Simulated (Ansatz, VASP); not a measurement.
# SiC (Moissanite): VASP beside Ansatz, part 2 of 3

One calculation is typed for both programs; each brings its own data sets. How far apart do they land? The cell is taken from a series of runs on this material, whose earlier steps may have relaxed, scaled, displaced or heated it; both programs get it as it stands.

VASP 6.6.1 and Ansatz 0.2.0.

So far: The structure; VASP: zone-centre phonons, LDA.

### 2. VASP: zone-centre phonons, LDA (continued)

Level of this step: LDA; plane waves and PAW (C, Si) (VASP).

OUTCAR, selected parts (step 2):

```text
ion  position               nearest neighbor table
   1  0.333  0.667  0.380-   4 1.91   4 1.91   4 1.91   3 1.92
   2  0.667  0.333  0.880-   3 1.91   3 1.91   3 1.91   4 1.92
   3  0.333  0.667  0.005-   2 1.91   2 1.91   2 1.91   1 1.92   4 3.13   4 3.13   4 3.13   4 3.13
                             4 3.13   4 3.13
   4  0.667  0.333  0.505-   1 1.91   1 1.91   1 1.91   2 1.92   3 3.13   3 3.13   3 3.13   3 3.13
                             3 3.13   3 3.13

  LATTYP: Found a hexagonal cell.
 ALAT       =     3.1158601144
 C/A-ratio  =     1.6419292300

 Subroutine GETGRP returns: Found 12 space group operations
 (whereof  6 operations were pure point group operations)

The static configuration has the point symmetry C_3v.
 The point group associated with its full space group is C_6v.

 Found     76 irreducible k-points:

   k-points           NKPTS =     76   k-points in BZ     NKDIM =     76   number of bands    NBANDS=     14

   dimension x,y,z NGX =    28 NGY =   28 NGZ =   42
   dimension x,y,z NGXF=    56 NGYF=   56 NGZF=   84

   ENCUT  =  600.0 eV  44.10 Ry    6.64 a.u.   6.22  6.22 10.22*2*pi/ulx,y,z

   NELECT =      16.0000    total number of electrons

 k-points in reciprocal lattice and weights: Automatic mesh
   0.00000000  0.00000000  0.00000000       0.001
   0.08333333  0.00000000  0.00000000       0.007
   0.16666667  0.00000000  0.00000000       0.007
   0.25000000  0.00000000  0.00000000       0.007
   0.33333333 -0.00000000  0.00000000       0.007
   0.41666667  0.00000000  0.00000000       0.007
   0.50000000  0.00000000  0.00000000       0.003
   0.08333333  0.08333333  0.00000000       0.007
   0.16666667  0.08333333  0.00000000       0.014
[...]
-1.557930057  2.698414014  0.000000000     0.000000000  0.370588055  0.000000000
     0.000000000  0.000000000  5.116021798     0.000000000  0.000000000  0.195464374

 POSITION                                       TOTAL-FORCE (eV/Angst)
 -----------------------------------------------------------------------------------
     -0.00000      1.79894      1.94638         0.000000     -0.000000     -0.000533
      1.55793      0.89947      4.50439         0.000000      0.000000     -0.000533
     -0.00000      1.79894      0.02329         0.000000     -0.000000      0.000533
      1.55793      0.89947      2.58130        -0.000000      0.000000      0.000533
 -----------------------------------------------------------------------------------
    total drift:                               -0.000000     -0.000000     -0.000132

 MACROSCOPIC STATIC DIELECTRIC TENSOR (including local field effects in DFT)
 ------------------------------------------------------
           7.062477     0.000000     0.000000
           0.000000     7.062477    -0.000000
          -0.000000     0.000000     7.419108
 ------------------------------------------------------

 PIEZOELECTRIC TENSOR (including local field effects)  for field in x, y, z        (C/m^2)
          XX          YY          ZZ          XY          YZ          ZX
  --------------------------------------------------------------------------------
  x     0.00000     0.00000     0.00000    -0.00000     0.00000     0.56939
  y    -0.00000     0.00000    -0.00000     0.00000     0.56939     0.00000
  z     0.46594     0.46594    -0.81505     0.00000    -0.00000     0.00000

 BORN EFFECTIVE CHARGES (including local field effects) (in |e|, cummulative output)
 ---------------------------------------------------------------------------------
 ion    1
    1    -2.63253     0.00000    -0.00000
    2     0.00000    -2.63253     0.00000
    3     0.00000    -0.00000    -2.82528
 ion    2
    1    -2.63253    -0.00000     0.00000
    2     0.00000    -2.63253    -0.00000
    3     0.00000     0.00000    -2.82528
 ion    3
    1     2.63253     0.00000     0.00000
    2     0.00000     2.63253     0.00000
    3     0.00000    -0.00000     2.82528
 ion    4
    1     2.63253     0.00000     0.00000
    2    -0.00000     2.63253     0.00000
    3     0.00000    -0.00000     2.82528

 Eigenvectors and eigenvalues of the dynamical matrix
 ----------------------------------------------------

   1 f  =   23.618537 THz   148.399642 2PiTHz  787.829578 cm-1    97.678375 meV
             X         Y         Z           dx          dy          dz
     -0.000000  1.798943  1.946382    -0.000000    0.000000   -0.703757
      1.557930  0.899471  4.504393    -0.000000   -0.000000    0.703757
     -0.000000  1.798943  0.023287     0.000000    0.000000   -0.068746
      1.557930  0.899471  2.581297     0.000000   -0.000000    0.068746

   2 f  =   22.501990 THz   141.384171 2PiTHz  750.585584 cm-1    93.060710 meV
             X         Y         Z           dx          dy          dz
     -0.000000  1.798943  1.946382     0.591799    0.000005   -0.000000
      1.557930  0.899471  4.504393     0.591799    0.000005    0.000000
     -0.000000  1.798943  0.023287    -0.387006   -0.000003   -0.000000
      1.557930  0.899471  2.581297    -0.387006   -0.000003   -0.000000

   3 f  =   22.501990 THz   141.384171 2PiTHz  750.585584 cm-1    93.060710 meV
             X         Y         Z           dx          dy          dz
     -0.000000  1.798943  1.946382     0.000005   -0.591799   -0.000000
      1.557930  0.899471  4.504393     0.000005   -0.591799    0.000000
     -0.000000  1.798943  0.023287    -0.000003    0.387006   -0.000000
      1.557930  0.899471  2.581297    -0.000003    0.387006   -0.000000

   4 f  =   21.625992 THz   135.880112 2PiTHz  721.365431 cm-1    89.437874 meV
             X         Y         Z           dx          dy          dz
     -0.000000  1.798943  1.946382     0.000000   -0.000000   -0.591776
      1.557930  0.899471  4.504393     0.000000    0.000000   -0.591776
     -0.000000  1.798943  0.023287    -0.000000    0.000000    0.387042
      1.557930  0.899471  2.581297    -0.000000    0.000000    0.387042

   5 f  =   21.297022 THz   133.813135 2PiTHz  710.392183 cm-1    88.077366 meV
             X         Y         Z           dx          dy          dz
     -0.000000  1.798943  1.946382     0.609551   -0.000010   -0.000000
      1.557930  0.899471  4.504393    -0.609551    0.000010    0.000000
     -0.000000  1.798943  0.023287     0.358395   -0.000006   -0.000000
      1.557930  0.899471  2.581297    -0.358395    0.000006    0.000000

   6 f  =   21.297022 THz   133.813135 2PiTHz  710.392183 cm-1    88.077366 meV
             X         Y         Z           dx          dy          dz
     -0.000000  1.798943  1.946382    -0.000010   -0.609551   -0.000000
      1.557930  0.899471  4.504393     0.000010    0.609551    0.000000
     -0.000000  1.798943  0.023287    -0.000006   -0.358395   -0.000000
      1.557930  0.899471  2.581297     0.000006    0.358395    0.000000

   7 f  =   16.970256 THz   106.627263 2PiTHz  566.066807 cm-1    70.183308 meV
             X         Y         Z           dx          dy          dz
     -0.000000  1.798943  1.946382     0.000000   -0.000000   -0.068746
      1.557930  0.899471  4.504393     0.000000    0.000000    0.068746
     -0.000000  1.798943  0.023287    -0.000000    0.000000    0.703757
      1.557930  0.899471  2.581297    -0.000000   -0.000000   -0.703757

   8 f  =    7.768825 THz    48.812967 2PiTHz  259.140110 cm-1    32.129264 meV
             X         Y         Z           dx          dy          dz
     -0.000000  1.798943  1.946382     0.358395   -0.000032    0.000000
      1.557930  0.899471  4.504393    -0.358395    0.000032    0.000000
     -0.000000  1.798943  0.023287    -0.609551    0.000054   -0.000000
      1.557930  0.899471  2.581297     0.609551   -0.000054    0.000000

   9 f  =    7.768825 THz    48.812967 2PiTHz  259.140110 cm-1    32.129264 meV
             X         Y         Z           dx          dy          dz
     -0.000000  1.798943  1.946382     0.000032    0.358395   -0.000000
      1.557930  0.899471  4.504393    -0.000032   -0.358395   -0.000000
     -0.000000  1.798943  0.023287    -0.000054   -0.609551   -0.000000
      1.557930  0.899471  2.581297     0.000054    0.609551   -0.000000

  10 f/i=    0.000224 THz     0.001409 2PiTHz    0.007482 cm-1     0.000928 meV
             X         Y         Z           dx          dy          dz
     -0.000000  1.798943  1.946382    -0.308756   -0.233330    0.000000
      1.557930  0.899471  4.504393    -0.308756   -0.233330    0.000000
     -0.000000  1.798943  0.023287    -0.472142   -0.356803    0.000000
      1.557930  0.899471  2.581297    -0.472142   -0.356803    0.000000

  11 f/i=    0.000224 THz     0.001409 2PiTHz    0.007482 cm-1     0.000928 meV
             X         Y         Z           dx          dy          dz
     -0.000000  1.798943  1.946382    -0.233330    0.308756   -0.000000
      1.557930  0.899471  4.504393    -0.233330    0.308756   -0.000000
     -0.000000  1.798943  0.023287    -0.356803    0.472142   -0.000000
      1.557930  0.899471  2.581297    -0.356803    0.472142   -0.000000

  12 f/i=    0.001116 THz     0.007015 2PiTHz    0.037242 cm-1     0.004617 meV
             X         Y         Z           dx          dy          dz
     -0.000000  1.798943  1.946382     0.000000   -0.000000   -0.387042
      1.557930  0.899471  4.504393     0.000000   -0.000000   -0.387042
     -0.000000  1.798943  0.023287     0.000000   -0.000000   -0.591776
      1.557930  0.899471  2.581297     0.000000   -0.000000   -0.591776

 MACROSCOPIC STATIC DIELECTRIC TENSOR IONIC CONTRIBUTION
 ------------------------------------------------------
           3.345302    -0.000000    -0.000000
          -0.000000     3.345302    -0.000000
          -0.000000    -0.000000     4.171353
 ------------------------------------------------------

 ELASTIC MODULI CONTR FROM IONIC RELAXATION (kBar)
 Direction    XX          YY          ZZ          XY          YZ          ZX
 --------------------------------------------------------------------------------
 XX        -282.1782    163.0439    108.5123      0.0000      0.0000      0.0000
 YY         163.0439   -282.1782    108.5123     -0.0000     -0.0000      0.0000
 ZZ         108.5123    108.5123   -197.6746      0.0000     -0.0000     -0.0000
 XY           0.0000     -0.0000      0.0000   -222.6110     -0.0000      0.0000
 YZ           0.0000     -0.0000     -0.0000     -0.0000    -70.6823      0.0000
 ZX           0.0000      0.0000     -0.0000      0.0000      0.0000    -77.4347
 --------------------------------------------------------------------------------

 PIEZOELECTRIC TENSOR IONIC CONTR  for field in x, y, z        (C/m^2)
          XX          YY          ZZ          XY          YZ          ZX
  --------------------------------------------------------------------------------
  x     0.00000     0.00000    -0.00000     0.00000     0.00000    -0.47891
  y     0.00000    -0.00000    -0.00000    -0.00000    -0.45756     0.00000
  z    -0.46904    -0.46904     0.85445    -0.00000     0.00000     0.00000
```

Energies printed during the response cycles are not total energies of the cell.

[end of part 2 of 3]

[Lines on the potential files, build, host, timing and source positions are cut from VASP's logs without a mark.]

[Logs are printed without paths, hosts, clocks, repeated set-up lines and the standing remarks that a program may print on its own settings, such as how far it seeks lower states.]

[Hosts, paths, dates, database ids (printed as entryN), source tags and the programs' standing remarks are cut or masked in the printed files.]
